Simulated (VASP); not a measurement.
Be3CdSe4:

```
Be Cd Se
1.0
     7.56658   -0.09045   -0.02139
    -0.07790    6.71868   -0.03779
    -0.01754   -0.03598    6.17092
Be Cd Se
6 2 8
Direct
  0.49887 0.66425 0.51484
  0.75562 0.16886 0.48268
  0.26589 0.15488 0.52090
  0.01370 0.29994 0.98244
  0.25169 0.84768 0.94576
  0.76298 0.80934 0.98697
  0.01174 0.69908 0.50191
  0.55176 0.36244 0.99543
  0.47975 0.72893 0.84146
  0.78077 0.17283 0.84679
  0.18821 0.11340 0.84968
  0.49617 0.32265 0.38989
  0.00672 0.26945 0.37266
  0.28139 0.85092 0.36486
  0.70897 0.84983 0.37059
  0.98168 0.70696 0.90379
```

The cell was built by a generator and needn't be a form met in nature.

| Property | Result |
| --- | --- |
| Program | VASP 6.6.1 |
| Task | relaxation of cell and atoms |
| Functional | PBE |
| Potentials or basis | VASP PAW PBE potentials, release 64 (Be, Cd, Se) |
| Cutoff | 520 eV |
| k mesh | 3 × 3 × 3 |
| Occupations | gaussian, width 0.05 eV |
| Spin | no spin polarisation |

At the start: pressure 6.5 GPa; volume 19.60 Å³/atom.

Task: Where does the relaxation end?

Result: Over 23 steps the energy falls by 264.9 meV/atom and the volume is 19.97 Å³/atom (+1.9 %); space group Pmn2_1 (No. 31, to 0.05 Å).

Step by step:
```tsv
step	energy change (eV)	largest force (eV/Å)	pressure (GPa)	volume (Å³)
1	0.0000	4.6324	6.52	313.66
2	-2.5649	1.5055	-4.15	350.95
3	-2.5864	1.6900	-3.37	346.12
4	-3.4943	1.3062	-1.47	330.45
5	-3.8088	1.2396	1.41	314.96
6	-4.0587	0.5154	0.56	317.46
7	-4.0671	0.5797	0.43	317.99
8	-4.1608	0.3071	-0.27	321.11
9	-4.1746	0.2177	-0.62	322.84
10	-4.2026	0.1972	0.18	318.89
11	-4.2038	0.1957	0.40	317.89
12	-4.2202	0.1262	0.12	319.18
13	-4.2237	0.1391	-0.07	320.04
14	-4.2311	0.0930	-0.05	319.90
15	-4.2324	0.0926	-0.02	319.84
16	-4.2324	0.0930	-0.03	319.82
17	-4.2352	0.0601	0.06	319.48
18	-4.2353	0.0639	0.07	319.40
19	-4.2367	0.0375	-0.06	320.00
20	-4.2368	0.0457	-0.08	320.24
21	-4.2377	0.0400	0.02	319.69
22	-4.2377	0.0416	0.01	319.68
23	-4.2381	0.0206	0.04	319.56
```

Final structure:
```yaml
crystal:
  lattice:
    - [7.67722, -0.00244, 0.00005]
    - [-0.00899, 6.61029, 0.00155]
    - [0.00086, 0.00113, 6.29683]
  atoms:
    - { symbol: Be, position: [0.50129, 0.68419, 0.49124] }
    - { symbol: Be, position: [0.75245, 0.16255, 0.49089] }
    - { symbol: Be, position: [0.25432, 0.16246, 0.49114] }
    - { symbol: Be, position: [0.00258, 0.31855, 0.99098] }
    - { symbol: Be, position: [0.25080, 0.84065, 0.99090] }
    - { symbol: Be, position: [0.75186, 0.83988, 0.99082] }
    - { symbol: Cd, position: [0.00085, 0.66244, 0.49695] }
    - { symbol: Cd, position: [0.50344, 0.34010, 0.99739] }
    - { symbol: Se, position: [0.50114, 0.71409, 0.85036] }
    - { symbol: Se, position: [0.77920, 0.15005, 0.84964] }
    - { symbol: Se, position: [0.22656, 0.15079, 0.84990] }
    - { symbol: Se, position: [0.50362, 0.34616, 0.41550] }
    - { symbol: Se, position: [0.00359, 0.28795, 0.35012] }
    - { symbol: Se, position: [0.27782, 0.85212, 0.34969] }
    - { symbol: Se, position: [0.72505, 0.85245, 0.34967] }
    - { symbol: Se, position: [0.00134, 0.65700, 0.91545] }
```
